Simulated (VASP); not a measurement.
# Be12Ga in VASP: further runs, part 2 of 2

VASP 6.6.1.

**3. Single point, PBE**

Input file INCAR:

```
PREC = Accurate ; ENCUT = 520
EDIFF = 1E-6 ; ISMEAR = -1
SIGMA = 0.1 ; LREAL = False
LASPH = True ; NELM = 100
ALGO = Fast ; ISIF = 2
LWAVE = False ; LCHARG = True
GGA = PE ; LELF = True
LVHAR = True ; NBANDS = 30
```

Input file KPOINTS:

```
regular mesh
0
Gamma
  6 6 1
```

Input file POSCAR:

```
Be12Ga
1.0
    4.5800000000      0.0000000000      0.0000000000
    2.2900000000      3.9663960000      0.0000000000
    0.0000000000      0.0000000000     14.5884300000
Be Ga
12 1
Direct
    0.0000000000      0.0000000000      0.0685474722
    0.5000000000      0.0000000000      0.0685474722
    0.0000000000      0.5000000000      0.0685474722
    0.5000000000      0.5000000000      0.0685474722
   -0.1618785385      0.3314880814      0.1939144925
    0.3304091602      0.3314842996      0.1939075007
   -0.1668810472      0.8337289065      0.1960407666
    0.3317690060      0.8364676649      0.1929707309
   -0.0000712826     -0.0000831990      0.3220916164
    0.5001377888     -0.0000882413      0.3221300030
   -0.0008076493      0.5016314559      0.3232304641
    0.5015573897      0.4969594564      0.3123451941
    0.4355785547      0.6262075194      0.4730181383
```

Potentials or basis: VASP PAW PBE potentials, release 64 (Be, Ga_d).

On the command line:

```
$ cat potpaw_PBE.64/Be/POTCAR potpaw_PBE.64/Ga_d/POTCAR > POTCAR
$ mpirun -np 1 vasp_std > vasp.out
```

OUTCAR:

```text
PREC = Accurate
   ENCUT = 520
   EDIFF = 1E-6
   ISMEAR = -1
   LREAL = False
   LASPH = True
   NELM = 100
   ISIF = 2
   GGA = PE

 ion  position               nearest neighbor table
   1  0.000  0.000  0.069-   8 2.24   5 2.25   7 2.28   3 2.29   3 2.29   4 2.29   4 2.29   2 2.29
                             2 2.29
   2  0.500  0.000  0.069-   8 2.24   6 2.25   7 2.28   4 2.29   3 2.29   4 2.29   3 2.29   1 2.29
                             1 2.29
   3  0.000  0.500  0.069-   6 2.25   5 2.25   7 2.28   1 2.29   1 2.29   2 2.29   2 2.29   4 2.29
                             4 2.29
   4  0.500  0.500  0.069-   8 2.25   6 2.27   5 2.27   2 2.29   1 2.29   2 2.29   1 2.29   3 2.29
                             3 2.29
   5  0.838  0.331  0.194-  12 2.18   3 2.25   1 2.25   6 2.25   8 2.26   4 2.27   9 2.29   7 2.29
                             7 2.29  11 2.30   8 2.32   6 2.33
   6  0.330  0.331  0.194-  12 2.18   3 2.25   2 2.25   5 2.25   8 2.26   4 2.27  10 2.29   7 2.29
                             7 2.29  11 2.30   8 2.32   5 2.33
   7  0.833  0.834  0.196-   9 2.26  10 2.26  11 2.28   2 2.28   1 2.28   3 2.28   5 2.29   6 2.29
                             8 2.29   8 2.29   6 2.29   5 2.29
   8  0.332  0.836  0.193-  12 2.20   2 2.24   1 2.24   4 2.25   5 2.26   6 2.26   7 2.29   7 2.29
                             9 2.30  10 2.30   6 2.32   5 2.32
   9  1.000  1.000  0.322-   7 2.26  11 2.28  12 2.28   5 2.29  10 2.29  10 2.29  11 2.30   8 2.30
                            12 2.30
  10  0.500  1.000  0.322-   7 2.26  11 2.28  12 2.28   6 2.29   9 2.29   9 2.29  11 2.30   8 2.30
                            12 2.30
  11  0.999  0.502  0.323-   7 2.28   9 2.28  10 2.28  12 2.30  12 2.30  10 2.30   9 2.30   5 2.30
                             6 2.30
  12  0.502  0.497  0.312-   5 2.18   6 2.18   8 2.20   9 2.28  10 2.28  11 2.30  11 2.30  10 2.30
                             9 2.30  13 2.40
  13  0.436  0.626  0.473-  12 2.40

  LATTYP: Found a hexagonal cell.
 ALAT       =     4.5799996975
 C/A-ratio  =     3.1852469353

  Lattice vectors:

 A1 = (  -2.2900000000,  -3.9663960000,   0.0000000000)
 A2 = (   4.5800000000,   0.0000000000,   0.0000000000)
 A3 = (   0.0000000000,   0.0000000000,  14.5884300000)

Analysis of symmetry for initial positions (statically):
=====================================================================
 Subroutine PRICEL returns:
 Original cell was already a primitive cell.

 Routine SETGRP: Setting up the symmetry group for a
 hexagonal supercell.

 Subroutine GETGRP returns: Found  1 space group operations
 (whereof  1 operations were pure point group operations)
 out of a pool of 24 trial point group operations.

The static configuration has the point symmetry C_1 .

Analysis of symmetry for dynamics (positions and initial velocities):
=====================================================================
 Subroutine PRICEL returns:
 Original cell was already a primitive cell.

 Routine SETGRP: Setting up the symmetry group for a
 hexagonal supercell.

 Subroutine GETGRP returns: Found  1 space group operations
 (whereof  1 operations were pure point group operations)
 out of a pool of 24 trial point group operations.

The dynamic configuration has the point symmetry C_1 .

[... 81 lines left out ...]
  0.333333  0.000000  0.000000      2.000000
  0.333333  0.333333  0.000000      2.000000
[... 12 lines left out ...]
  0.500000 -0.333333  0.000000      2.000000
 -0.333333  0.333333  0.000000      2.000000
   k-points           NKPTS =     20   k-points in BZ     NKDIM =     20   number of bands    NBANDS=     30
   number of dos      NEDOS =    301   number of ions     NIONS =     13
   total plane-waves  NPLWV = 139968
   dimension x,y,z NGX =    36 NGY =   36 NGZ =  108
   dimension x,y,z NGXF=    72 NGYF=   72 NGZF=  216
   ions per type =              12   1
   NGX,Y,Z   is equivalent  to a cutoff of  13.07, 13.07, 12.31 a.u.
   NGXF,Y,Z  is equivalent  to a cutoff of  26.13, 26.13, 24.61 a.u.
 SYSTEM =  unknown system
   PREC   = accura    normal or accurate (medium, high low for compatibility)
   ISTART =      0    job   : 0-new  1-cont  2-samecut
   ICHARG =      2    charge: 1-file 2-atom 10-const
   ISPIN  =      1    spin polarized calculation?
   LNONCOLLINEAR =      F non collinear calculations
   LSORBIT =      F    spin-orbit coupling
   LASPH  =      T    aspherical Exc in radial PAW
   ENCUT  =  520.0 eV  38.22 Ry    6.18 a.u.   8.52  8.52 27.12*2*pi/ulx,y,z
   NELM   =    100;   NELMIN=  2; NELMDL= -5     # of ELM steps
   EDIFF  = 0.1E-05   stopping-criterion for ELM
   LREAL  =      F    real-space projection
[... 7 lines left out ...]
   TEBEG  =    0.0;   TEEND  =   0.0 temperature during run
   PSTRESS=    0.0 pullay stress
   NELECT =      37.0000    total number of electrons
   NUPDOWN=      -1.0000    fix difference up-down
   EMIN   =  10.00;   EMAX   =-10.00  energy-range for DOS
   EFERMI =   0.00;   METHOD = LEGACY
   ISMEAR =    -1;   SIGMA  =   0.10  broadening in eV -4-tet -1-fermi 0-gaus
   EFERMI_NEDOS =   21; number of points for ismear=-14 and -15
   IALGO  =     68    algorithm
   IMIX   =      4    mixing-type and parameters
     AMIX     =   0.40;   BMIX     =  1.00
     AMIX_MAG =   1.60;   BMIX_MAG =  1.00
  volume/ion in A,a.u.               =      20.39       137.57
  Fermi-wavevector in a.u.,A,eV,Ry     =   0.849282  1.604911  9.813614  0.721280
  Thomas-Fermi vector in A             =   1.965079
   LORBIT       =      0    0 simple, 1 ext, 2 COOP (PROOUT), +10 PAW based schemes
   GGA     = PE    functional components
   LHFCALC =     F    Hartree Fock is set to
   AEXX    =    0.0000 exact exchange contribution
   IVDW    =     0    specifies the selected vdW correction
   LEPSILON=     F    determine dielectric tensor
   LRPA    =     F    only Hartree local field effects (RPA)
 non-spin polarized calculation
 RMM-DIIS sequential band-by-band and
  energy-cutoff  :      520.00
  volume of cell :      265.01
 maximum number of plane-waves:      7165
 NGX is ok and might be reduce to    36
   NGX = 17   NGY = 17   NGZ = 55

 number of electron      37.0000006 magnetization

 Free energy of the ion-electron system (eV)
  ---------------------------------------------------
  ext. energy  EPLUGINS =         0.00000000
  ---------------------------------------------------
  free energy    TOTEN  =       -44.12684644 eV

  energy without entropy =      -44.02611276  energy(sigma->0) =      -44.07647960

 E-fermi :   0.0781     XC(G=0):  -6.2191

 val. band max:       -0.1241927800   @ k =   0.3333   0.3333   0.0000
 cond. band min:       0.1185584357   @ k =   0.3333  -0.1667   0.0000
 fundamental gap:      0.2427512157
 Fermi energy:         0.0780502378

 k-point     1 :       0.0000    0.0000    0.0000
  band No.  band energies     occupation
      1     -14.4879      2.00000
      2     -14.4873      2.00000
      3     -14.4563      2.00000
      4     -14.4392      2.00000
      5     -14.4358      2.00000
      6      -9.5580      2.00000
[... 649 lines left out ...]
     29       6.2485      0.00000
     30       6.9765      0.00000

------------------------ aborting loop because EDIFF is reached ----------------------------------------

  FORCE on cell =-STRESS in cart. coord.  units (eV):
  Direction    XX          YY          ZZ          XY          YZ          ZX
  --------------------------------------------------------------------------------------
  -------------------------------------------------------------------------------------
  Total       -9.4814187     -9.4290939     -0.2686011     -0.0014940      0.0530938     -0.0009102
  in kB      -57.3210057    -57.0046705     -1.6238586     -0.0090320      0.3209847     -0.0055029
  external PRESSURE =     -38.6498449 kB  Pullay stress =       0.0000000 kB

 VOLUME and BASIS-vectors are now :
 -----------------------------------------------------------------------------
  energy-cutoff  :      520.00
  volume of cell :      265.01
      direct lattice vectors                 reciprocal lattice vectors
     4.580000000  0.000000000  0.000000000     0.218340611 -0.126059022  0.000000000
     2.290000000  3.966396000  0.000000000     0.000000000  0.252118044  0.000000000
     0.000000000  0.000000000 14.588430000     0.000000000  0.000000000  0.068547472

 POSITION                                       TOTAL-FORCE (eV/Angst)
 -----------------------------------------------------------------------------------
      0.00000      0.00000      1.00000        -0.078645      0.038875      0.044948
      2.29000      0.00000      1.00000         0.078567      0.037890      0.044985
      1.14500      1.98320      1.00000        -0.000877      0.008681      0.072589
      3.43500      1.98320      1.00000         0.000862     -0.087043     -0.088315
      4.59770      1.31481      2.82891        -0.004358      0.000503     -0.008725
      2.27237      1.31480      2.82881         0.004404      0.000520     -0.008640
      5.72492      3.30690      2.85993        -0.000034     -0.002225     -0.009176
      3.43501      3.31776      2.81514         0.000002     -0.007572     -0.007766
      6.86948      3.96607      4.69881         0.009875      0.006919     -0.001640
      4.58043      3.96605      4.69937        -0.009739      0.006899     -0.001404
      5.72504      1.98967      4.71542         0.000015     -0.015908     -0.006077
      3.43517      1.97114      4.55663        -0.000033     -0.001340     -0.014966
      3.42896      2.48379      6.90059        -0.000039      0.013800     -0.015813
 -----------------------------------------------------------------------------------
    total drift:                                0.000335     -0.000093     -0.002770

  FREE ENERGIE OF THE ION-ELECTRON SYSTEM (eV)
  ---------------------------------------------------
  free  energy   TOTEN  =       -44.1268464433 eV

  energy  without entropy=      -44.0261127571  energy(sigma->0) =      -44.07647960
```

Wall time 1.9 min (1 thread of Intel Xeon 6975P-C (Granite Rapids), shared host); peak memory 0.41 GiB.

Results:

```yaml
Free_energy: -44.1268 eV
Largest_force: 0.124 eV/Å
Band_gap_on_the_k_mesh: none (metal or under the smearing width)
```

Forces on the atoms (eV/Å):
```
Be  -0.079  0.039  0.045
Be   0.079  0.038  0.045
Be  -0.001  0.009  0.073
Be   0.001 -0.087 -0.088
Be  -0.004  0.001 -0.009
Be   0.004  0.001 -0.009
Be   0.000 -0.002 -0.009
Be   0.000 -0.008 -0.008
Be   0.010  0.007 -0.002
Be  -0.010  0.007 -0.001
Be   0.000 -0.016 -0.006
Be   0.000 -0.001 -0.015
Ga   0.000  0.014 -0.016
```

**4. Single point, PBE**

Input file INCAR:

```
SYSTEM = Be12Ga
ALGO = Fast ; EDIFF = 1E-7
ENCUT = 520 ; GGA = PE
ISIF = 2 ; ISMEAR = -1
LASPH = .True. ; LCHARG = .True.
LELF = .True. ; LREAL = .False.
LVHAR = .True. ; LWAVE = .False.
NBANDS = 30 ; NELM = 100
PREC = Accurate ; SIGMA = 0.1
```

Input file KPOINTS:

```
k-points
0
Gamma
  6 6 1
  0 0 0
```

Input file POSCAR:

```
Be12Ga
1.0
    4.5800000000      0.0000000000      0.0000000000
    2.2900000000      3.9663960000      0.0000000000
    0.0000000000      0.0000000000     14.5884300000
Be Ga
12 1
Direct
    0.0000000000      0.0000000000      0.0685474722
    0.5000000000      0.0000000000      0.0685474722
    0.0000000000      0.5000000000      0.0685474722
    0.5000000000      0.5000000000      0.0685474722
   -0.1627025776      0.3314558103      0.1937852805
    0.3300016809      0.3316350662      0.1940753734
   -0.1663249325      0.8337712624      0.1958907847
    0.3315225089      0.8362833666      0.1930250891
    0.0000627050     -0.0001114362      0.3229281698
    0.5001096810      0.0000950485      0.3211521733
   -0.0013768322      0.5014794287      0.3228456386
    0.4996062025      0.4970814815      0.3126914959
    0.4975466137      0.6286709648      0.4726830783
```

On the command line:

```
$ cat potpaw_PBE.64/Be/POTCAR potpaw_PBE.64/Ga_d/POTCAR > POTCAR
$ mpirun -np 1 vasp_std > vasp.out
```

It took 2.3 min on 1 thread of Intel Xeon 6975P-C (Granite Rapids), shared host; peak memory 0.41 GiB.

Results (log left out):

| Quantity | Value |
| --- | --- |
| Free energy | -44.1294 eV |
| Largest force | 0.125 eV/Å |
| Band gap on the k mesh | none (metal or under the smearing width) |

Forces in eV/Å, atoms in the order of the input:
```
Be  -0.074  0.017  0.042
Be   0.072  0.061  0.041
Be   0.037  0.005  0.068
Be  -0.042 -0.085 -0.081
Be  -0.005  0.001 -0.007
Be   0.004  0.001 -0.007
Be   0.000 -0.002 -0.010
Be  -0.001 -0.007 -0.008
Be   0.007  0.006  0.005
Be  -0.010  0.009 -0.008
Be   0.001 -0.015 -0.007
Be  -0.003 -0.003 -0.016
Ga   0.015  0.013 -0.011
```

Levels at points of the mesh, in eV from the Fermi level:
```
           k point  band 15  band 16  band 17  band 18  band 19  band 20  band 21  band 22
(0.00, 0.00, 0.00)    -1.95    -1.79    -1.77    -1.74    -1.35     1.86     2.34     2.65
(0.50, 0.00, 0.00)    -2.24    -1.57    -0.40     0.16     0.23     0.43     2.40     2.56
(0.50, 0.50, 0.00)    -2.23    -1.56    -0.40     0.19     0.22     0.42     2.38     2.62
(0.00, 0.50, 0.00)    -2.24    -1.56    -0.39     0.18     0.23     0.43     2.36     2.58
```
